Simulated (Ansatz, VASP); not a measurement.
# HfB2: VASP beside Ansatz, part 2 of 2

Wanted: the spread between two codes on one cell, functional and k mesh. The cell is taken from a series of runs on this material, whose earlier steps may have relaxed, scaled, displaced or heated it; both programs get it as it stands.

VASP 6.6.1 and Ansatz 0.2.0.

So far: The structure; Ansatz: zone-centre phonons, PBEsol.

### Step 3. VASP: zone-centre phonons, PBEsol

Level of this step: PBEsol; plane waves and PAW (B, Hf_pv) (VASP).

The same cell, functional, mesh and smearing now go to VASP, with its own data sets.

Lines of VASP's logs that name or quote its potential files are left out, and so is its time.

Contents of INCAR:

```
SYSTEM = HfB2
PREC = Accurate
ENCUT = 500
EDIFF = 1E-08
NELM = 120
ISMEAR = 1
SIGMA = 0.2
LREAL = .FALSE.
ALGO = Normal
GGA = PS
NBANDS = 14
LASPH = .TRUE.
LORBIT = 11
LWAVE = .FALSE.
LCHARG = .FALSE.
ISIF = 2
IBRION = 8
GGA_COMPAT = .FALSE.
KPAR = 2
```

Contents of POSCAR:

```
HfB2
1.0
    3.0476093207      0.0000000000      0.0000000000
   -1.5238046604      2.6393070925      0.0000000000
    0.0000000000      0.0000000000      3.3391414169
B Hf
2 1
Direct
    0.3333333333      0.6666666667      0.5000000000
    0.6666666667      0.3333333333      0.5000000000
    0.0000000000      0.0000000000      0.0000000000
```

Contents of KPOINTS:

```
Automatic mesh
0
Gamma
15 15 12
0 0 0
```

PAW data sets: B and Hf_pv (PBE family, release 64).

The run is started by

```console
$ mpirun -np 2 vasp_std
```

Numbers of over 12 decimals in the logs are rounded to 6 here.

The log of the run:

```text
[banner, memory and clock lines left out]
running    2 mpi-ranks, on    1 nodes
 distrk:  each k-point on    1 cores,    2 groups
 distr:  one band on    1 cores,    1 groups

 POSCAR found type information on POSCAR B Hf
 POSCAR found :  2 types and       3 ions
|                                                                             |
|               ----> ADVICE to this user running VASP <----                  |
|                                                                             |
|     You enforced a specific xc type in the INCAR file but a different       |
|     [... a line on the potential file left out ...]
|     I HOPE YOU KNOW WHAT YOU ARE DOING!                                     |
|                                                                             |

 LDA part: xc-table for (Slater+PW92), standard interpolation
 POSCAR, INCAR and KPOINTS ok, starting setup
 FFT: planning ... GRIDC
 FFT: planning ... GRID_SOFT
 FFT: planning ... GRID
 WAVECAR not read
 entering main loop
       N       E                     dE             d eps       ncg     rms          rms(c)
DAV:   1     0.290288647168E+02    0.29029E+02   -0.80720E+03  5292   0.107E+03
DAV:   2    -0.284552066072E+02   -0.57484E+02   -0.53788E+02  6896   0.231E+02
DAV:   3    -0.299945701252E+02   -0.15394E+01   -0.15303E+01  7092   0.284E+01
DAV:   6    -0.278264052669E+02    0.21745E+01   -0.31749E+00  6348   0.130E+01    0.455E+01
DAV:   7    -0.277856289564E+02    0.40776E-01   -0.12880E+00  6714   0.841E+00    0.104E+01
DAV:   8    -0.276916433688E+02    0.93986E-01   -0.39231E-01  6330   0.481E+00    0.160E+00
DAV:   9    -0.276874359734E+02    0.42074E-02   -0.26971E-02  6132   0.135E+00    0.379E-01
DAV:  10    -0.276872314488E+02    0.20452E-03   -0.90963E-04  6708   0.265E-01    0.253E-01
DAV:  11    -0.276872368457E+02   -0.53969E-05   -0.50846E-05  6348   0.557E-02    0.604E-02
DAV:  12    -0.276872353890E+02    0.14567E-05   -0.30481E-06  6264   0.140E-02    0.294E-02
DAV:  13    -0.276872355530E+02   -0.16396E-06   -0.13146E-07  6612   0.312E-03    0.655E-03
DAV:  14    -0.276872355681E+02   -0.15135E-07   -0.36081E-08  6384   0.160E-03    0.314E-03
DAV:  15    -0.276872355912E+02   -0.23134E-07   -0.36554E-09  2940   0.538E-04    0.601E-04
DAV:  16    -0.276872355899E+02    0.13461E-08   -0.34234E-10  2778   0.168E-04
   1 F= -.27687236E+02 E0= -.27687308E+02  d E =0.217168E-03
 Linear response reoptimize wavefunctions to high precision
DAV:   1    -0.276872355878E+02    0.20932E-08   -0.77961E-11  3018   0.885E-05
DAV:   2    -0.276872355878E+02   -0.15916E-10   -0.11856E-11  2748   0.301E-05
 Linear response DOF=           4
 Linear response progress:
  Degree of freedom:   1/  4
       N       E                     dE             d eps       ncg     rms          rms(c)
RMM:   1    -0.463964019489E-01   -0.46396E-01    0.23241E-02 53071   0.120E+00
RMM:   2    -0.449295386736E-01    0.14669E-02   -0.12156E-03 37579   0.210E-01    0.325E-01
RMM:   3    -0.447259952597E-01    0.20354E-03   -0.61120E-04 33614   0.128E-01    0.173E-01
RMM:   4    -0.452652705153E-01   -0.53928E-03   -0.58246E-04 33883   0.120E-01    0.222E-02
RMM:   5    -0.452295031160E-01    0.35767E-04   -0.15778E-05 37150   0.237E-02    0.711E-03
RMM:   6    -0.452271621599E-01    0.23410E-05   -0.60705E-07 39441   0.424E-03    0.226E-03
RMM:   7    -0.452233124485E-01    0.38497E-05   -0.41221E-08 39803   0.162E-03    0.120E-03
RMM:   8    -0.452241374862E-01   -0.82504E-06   -0.74770E-09 41483   0.305E-04    0.486E-04
RMM:   9    -0.452245213575E-01   -0.38387E-06   -0.89220E-09 41719   0.875E-05    0.172E-04
RMM:  10    -0.452245687446E-01   -0.47387E-07   -0.45149E-09 40322   0.409E-05    0.219E-05
RMM:  11    -0.452246134551E-01   -0.44711E-07   -0.25829E-09 41131   0.115E-05    0.148E-05
RMM:  12    -0.452246132387E-01    0.21644E-09   -0.33885E-10 38088   0.443E-06    0.206E-05
 first order change of Fermi-energy   0.10871E-04
 force on displaced ion       1 direction 1 : -21.348  -0.001   0.000
 Linear response progress:
  Degree of freedom:   2/  4
       N       E                     dE             d eps       ncg     rms          rms(c)
RMM:   1    -0.469828989008E-01   -0.46983E-01    0.45069E-02 18275   0.137E+00
RMM:   2    -0.467016917413E-01    0.28121E-03   -0.11447E-03 13418   0.209E-01    0.528E-01
RMM:   3    -0.464932124995E-01    0.20848E-03   -0.83680E-04 12110   0.151E-01    0.251E-01
RMM:   4    -0.469452537574E-01   -0.45204E-03   -0.43018E-04 13204   0.100E-01    0.345E-02
RMM:   5    -0.469836983764E-01   -0.38445E-04   -0.21145E-05 13503   0.296E-02    0.102E-02
RMM:   6    -0.469829445959E-01    0.75378E-06   -0.81380E-07 13653   0.597E-03    0.273E-03
RMM:   7    -0.469695409357E-01    0.13404E-04   -0.14607E-07 12838   0.231E-03    0.314E-04
RMM:   8    -0.469692586273E-01    0.28231E-06    0.42806E-09 14569   0.445E-04    0.103E-04
RMM:   9    -0.469693524646E-01   -0.93837E-07    0.11432E-08 14521   0.865E-05    0.582E-05
RMM:  10    -0.469694069571E-01   -0.54493E-07    0.20133E-09 15224   0.197E-05    0.159E-05
RMM:  11    -0.469693977611E-01    0.91960E-08   -0.31534E-09 14358   0.920E-06    0.258E-06
 first order change of Fermi-energy  -0.47459E-04
 force on displaced ion       1 direction 3 :   0.000  -0.000 -13.081
 Linear response progress:
  Degree of freedom:   3/  4
       N       E                     dE             d eps       ncg     rms          rms(c)
RMM:   1    -0.204073600037E+00   -0.20407E+00    0.47050E+00 13957   0.124E+01
RMM:   2    -0.200061935605E+00    0.40117E-02   -0.32183E-02 19331   0.123E+00    0.566E-01
RMM:   3    -0.199415314706E+00    0.64662E-03   -0.94935E-04 25118   0.157E-01    0.266E-01
RMM:   4    -0.198930687244E+00    0.48463E-03   -0.70711E-05 26162   0.532E-02    0.152E-01
RMM:   5    -0.198506818755E+00    0.42387E-03   -0.25723E-05 26789   0.359E-02    0.116E-02
RMM:   6    -0.198505651487E+00    0.11673E-05   -0.22352E-06 25713   0.101E-02    0.460E-03
RMM:   7    -0.198516132181E+00   -0.10481E-04   -0.96461E-08 28274   0.215E-03    0.450E-03
RMM:   8    -0.198515792689E+00    0.33949E-06   -0.61149E-07 26539   0.533E-04    0.658E-04
RMM:   9    -0.198515648500E+00    0.14419E-06   -0.59848E-07 28480   0.192E-04    0.538E-04
RMM:  10    -0.198516008456E+00   -0.35996E-06   -0.34371E-07 27643   0.630E-05    0.117E-05
RMM:  11    -0.198516007104E+00    0.13521E-08   -0.13833E-07 28381   0.240E-05    0.296E-05
RMM:  12    -0.198516031582E+00   -0.24478E-07   -0.59466E-08 26360   0.116E-05    0.261E-06
RMM:  13    -0.198516027647E+00    0.39352E-08   -0.28963E-08 20658   0.588E-06    0.633E-06
 first order change of Fermi-energy   0.73153E-04
 force on displaced ion       3 direction 1 : -18.181   0.000   0.000
 Linear response progress:
  Degree of freedom:   4/  4
       N       E                     dE             d eps       ncg     rms          rms(c)
RMM:   1    -0.226321552969E+00   -0.22632E+00    0.46503E+00  6070   0.127E+01
RMM:   2    -0.222800092005E+00    0.35215E-02   -0.37063E-02  8142   0.130E+00    0.977E-01
RMM:   3    -0.222287283627E+00    0.51281E-03   -0.19652E-03 10418   0.206E-01    0.497E-01
RMM:   4    -0.221885123848E+00    0.40216E-03   -0.24292E-04 10067   0.818E-02    0.168E-01
RMM:   5    -0.221674376059E+00    0.21075E-03   -0.21771E-05 10822   0.300E-02    0.252E-02
RMM:   6    -0.221619000341E+00    0.55376E-04   -0.32022E-06 10596   0.955E-03    0.531E-03
RMM:   7    -0.221627310974E+00   -0.83106E-05    0.98824E-06 11098   0.355E-03    0.426E-03
RMM:   8    -0.221622372389E+00    0.49386E-05    0.16485E-05 11224   0.115E-03    0.179E-03
RMM:   9    -0.221620390335E+00    0.19821E-05    0.92927E-06 11979   0.397E-04    0.373E-04
RMM:  10    -0.221620406615E+00   -0.16281E-07    0.41843E-06 12200   0.124E-04    0.480E-05
RMM:  11    -0.221620372685E+00    0.33930E-07    0.19485E-06 12166   0.532E-05    0.416E-05
RMM:  12    -0.221620305219E+00    0.67466E-07    0.10282E-06 11944   0.281E-05    0.182E-05
RMM:  13    -0.221620343830E+00   -0.38610E-07    0.49779E-07 11107   0.176E-05    0.935E-06
RMM:  14    -0.221620336895E+00    0.69352E-08    0.30986E-07  9359   0.802E-06    0.790E-06
RMM:  15    -0.221620318923E+00    0.17972E-07    0.14431E-07 10325   0.566E-06    0.115E-06
RMM:  16    -0.221620320417E+00   -0.14942E-08    0.72399E-08  6466   0.274E-06    0.665E-07
 first order change of Fermi-energy   0.10658E-04
 force on displaced ion       3 direction 3 :   0.000  -0.000 -21.770
 Linear response finished
```

From OUTCAR (step 3):

```text
ion  position               nearest neighbor table
   1  0.333  0.667  0.500-   2 1.76   2 1.76   2 1.76   3 2.43   3 2.43   3 2.43   3 2.43   3 2.43
                             3 2.43
   2  0.667  0.333  0.500-   1 1.76   1 1.76   1 1.76   3 2.43   3 2.43   3 2.43   3 2.43   3 2.43
                             3 2.43
   3  0.000  0.000  0.000-   1 2.43   2 2.43   1 2.43   2 2.43   1 2.43   1 2.43   2 2.43   2 2.43
                             2 2.43   2 2.43   1 2.43   1 2.43

  LATTYP: Found a hexagonal cell.
 ALAT       =     3.0476093207
 C/A-ratio  =     1.0956592744

 Subroutine GETGRP returns: Found 24 space group operations
 (whereof 24 operations were pure point group operations)

The static configuration has the point symmetry D_6h.

 Found    189 irreducible k-points:

   k-points           NKPTS =    189   k-points in BZ     NKDIM =    189   number of bands    NBANDS=     14

   dimension x,y,z NGX =    24 NGY =   24 NGZ =   24
   dimension x,y,z NGXF=    48 NGYF=   48 NGZF=   48

   ENCUT  =  500.0 eV  36.75 Ry    6.06 a.u.   5.56  5.56  6.09*2*pi/ulx,y,z

   NELECT =      16.0000    total number of electrons

 k-points in reciprocal lattice and weights: Automatic mesh
   0.00000000  0.00000000  0.00000000       0.000
   0.06666667  0.00000000  0.00000000       0.002
   0.13333333  0.00000000  0.00000000       0.002
   0.20000000  0.00000000  0.00000000       0.002
   0.26666667  0.00000000  0.00000000       0.002
   0.33333333  0.00000000  0.00000000       0.002
   0.40000000  0.00000000  0.00000000       0.002
   0.46666667  0.00000000  0.00000000       0.002
   0.06666667  0.06666667  0.00000000       0.002
[...]
0.33333333  0.26666667  0.50000000       0.004
   0.33333333  0.33333333  0.50000000       0.001

 average (electrostatic) potential at core
       1 -24.1890       2 -24.1890       3 -32.8129

  Total        4.3103289      4.3103289      4.4320068     -0.0000000      0.0000000     -0.0000000
  in kB      257.1206501    257.1206501    264.3790118     -0.0000000      0.0000000     -0.0000000
  external PRESSURE =     259.5401040 kB  Pullay stress =       0.0000000 kB

  energy-cutoff  :      500.00
  volume of cell :       26.86
      direct lattice vectors                 reciprocal lattice vectors
     3.047609321  0.000000000  0.000000000     0.328126047  0.189443662  0.000000000
    -1.523804660  2.639307093  0.000000000     0.000000000  0.378887323  0.000000000
     0.000000000  0.000000000  3.339141417     0.000000000  0.000000000  0.299478182

 POSITION                                       TOTAL-FORCE (eV/Angst)
 -----------------------------------------------------------------------------------
     -0.00000      1.75954      1.66957        -0.000000      0.000000      0.000000
      1.52380      0.87977      1.66957         0.000000     -0.000000     -0.000000
      0.00000      0.00000      0.00000        -0.000000      0.000000     -0.000000
 -----------------------------------------------------------------------------------
    total drift:                               -0.000000      0.000000      0.000000

 Eigenvectors and eigenvalues of the dynamical matrix
 ----------------------------------------------------

   1 f  =   27.561953 THz   173.176860 2PiTHz  919.367804 cm-1   113.987029 meV
             X         Y         Z           dx          dy          dz
     -0.000000  1.759538  1.669571    -0.630266    0.320569    0.000000
      1.523805  0.879769  1.669571     0.630266   -0.320569   -0.000000
      0.000000  0.000000  0.000000     0.000000   -0.000000    0.000000

   2 f  =   27.561953 THz   173.176860 2PiTHz  919.367804 cm-1   113.987029 meV
             X         Y         Z           dx          dy          dz
     -0.000000  1.759538  1.669571     0.320569    0.630266    0.000000
      1.523805  0.879769  1.669571    -0.320569   -0.630266   -0.000000
      0.000000  0.000000  0.000000     0.000000    0.000000    0.000000

   3 f  =   18.580944 THz   116.747516 2PiTHz  619.793584 cm-1    76.844576 meV
             X         Y         Z           dx          dy          dz
     -0.000000  1.759538  1.669571    -0.000000   -0.000000   -0.707107
      1.523805  0.879769  1.669571     0.000000   -0.000000    0.707107
      0.000000  0.000000  0.000000    -0.000000   -0.000000    0.000000

   4 f  =   16.613522 THz   104.385837 2PiTHz  554.167440 cm-1    68.707975 meV
             X         Y         Z           dx          dy          dz
     -0.000000  1.759538  1.669571    -0.000000    0.000000    0.667832
      1.523805  0.879769  1.669571    -0.000000    0.000000    0.667832
      0.000000  0.000000  0.000000    -0.000000    0.000000   -0.328634

   5 f  =   15.180195 THz    95.379981 2PiTHz  506.356816 cm-1    62.780216 meV
             X         Y         Z           dx          dy          dz
     -0.000000  1.759538  1.669571     0.595253   -0.302752    0.000000
      1.523805  0.879769  1.669571     0.595253   -0.302752   -0.000000
      0.000000  0.000000  0.000000    -0.292965    0.149005    0.000000

   6 f  =   15.180195 THz    95.379981 2PiTHz  506.356816 cm-1    62.780216 meV
             X         Y         Z           dx          dy          dz
     -0.000000  1.759538  1.669571    -0.302752   -0.595253    0.000000
      1.523805  0.879769  1.669571    -0.302752   -0.595253   -0.000000
      0.000000  0.000000  0.000000     0.149005    0.292965    0.000000

   7 f/i=    0.000457 THz     0.002869 2PiTHz    0.015232 cm-1     0.001889 meV
             X         Y         Z           dx          dy          dz
     -0.000000  1.759538  1.669571     0.232412    0.000000    0.000000
      1.523805  0.879769  1.669571     0.232412    0.000000   -0.000000
      0.000000  0.000000  0.000000     0.944441    0.000000    0.000000

   8 f/i=    0.000457 THz     0.002869 2PiTHz    0.015232 cm-1     0.001889 meV
             X         Y         Z           dx          dy          dz
     -0.000000  1.759538  1.669571     0.000000   -0.232412   -0.000000
      1.523805  0.879769  1.669571     0.000000   -0.232412   -0.000000
      0.000000  0.000000  0.000000     0.000000   -0.944441   -0.000000

   9 f/i=    0.001314 THz     0.008258 2PiTHz    0.043840 cm-1     0.005435 meV
             X         Y         Z           dx          dy          dz
     -0.000000  1.759538  1.669571     0.000000   -0.000000    0.232379
      1.523805  0.879769  1.669571     0.000000   -0.000000    0.232379
      0.000000  0.000000  0.000000     0.000000   -0.000000    0.944457

 ELASTIC MODULI CONTR FROM IONIC RELAXATION (kBar)
 Direction    XX          YY          ZZ          XY          YZ          ZX
 --------------------------------------------------------------------------------
 XX          -0.2315      0.2315      0.0000      0.0000      0.0000      0.0000
 YY           0.2315     -0.2315      0.0000      0.0000      0.0000     -0.0000
 ZZ           0.0000      0.0000     -0.0000     -0.0000      0.0000     -0.0000
 XY           0.0000      0.0000     -0.0000     -0.2315      0.0000     -0.0000
 YZ           0.0000      0.0000      0.0000      0.0000      0.0000      0.0000
 ZX           0.0000     -0.0000     -0.0000     -0.0000      0.0000     -0.0000
 --------------------------------------------------------------------------------
```

Harder data sets than Hf_pv exist (the GW ones), and pressures, volumes and forces can shift noticeably with them.

### Step 4. Side by side

Known differences besides the potentials themselves: the data sets hold 32 valence electrons in Ansatz (on its PAW soft_1 files) and 16 in VASP; the cutoff is 420 eV in Ansatz and 500 eV in VASP; Ansatz makes its cores anew for this functional, VASP keeps those of its PBE data sets. Total energies have different zeros and are not compared.

The two programs side by side:

| quantity | Ansatz | VASP | difference |
| --- | --- | --- | --- |
| optical mode 1 to 2 (cm⁻¹) | 504.4 | 506.4 | -0.38 % |
| optical mode 3 (cm⁻¹) | 552.2 | 554.2 | -0.36 % |
| optical mode 4 (cm⁻¹) | 617.7 | 619.8 | -0.34 % |
| optical mode 5 to 6 (cm⁻¹) | 913.8 | 919.4 | -0.61 % |

Modes are paired by rising frequency, not by their patterns, so a pair may set unlike modes beside each other; they are those without the splitting of longitudinal modes.

### Step 5. What came out

```yaml
r_m_s_difference_of_the_optical_zone_centre_modes_each_program_s_sorted_by_frequency_zone_centre_phonons_pbesol: 3.6 cm⁻¹
difference_in_optical_mode_5_to_6_zone_centre_phonons_pbesol: -0.6 %
```

The r.m.s. difference of the optical zone-centre modes, each program's sorted by frequency is 3.6 cm⁻¹ (zone-centre phonons, PBEsol). The data sets hold unlike numbers of valence electrons (32 in Ansatz and 16 in VASP), so part of the differences comes from the potentials. Among the rows given in per cent, the largest difference of the zone-centre phonons, PBEsol pair is in optical mode 5 to 6, -0.6 %. How closely two codes agree says nothing of how well the functional describes the real material.

[Lines on the potential files, build, host, timing and source positions are cut from VASP's logs without a mark.]

[Logs are printed without paths, hosts, clocks, repeated set-up lines and the standing remarks that a program may print on its own settings, such as how far it seeks lower states.]

[Hosts, paths, dates, database ids (printed as entryN), source tags and the programs' standing remarks are cut or masked in the printed files.]
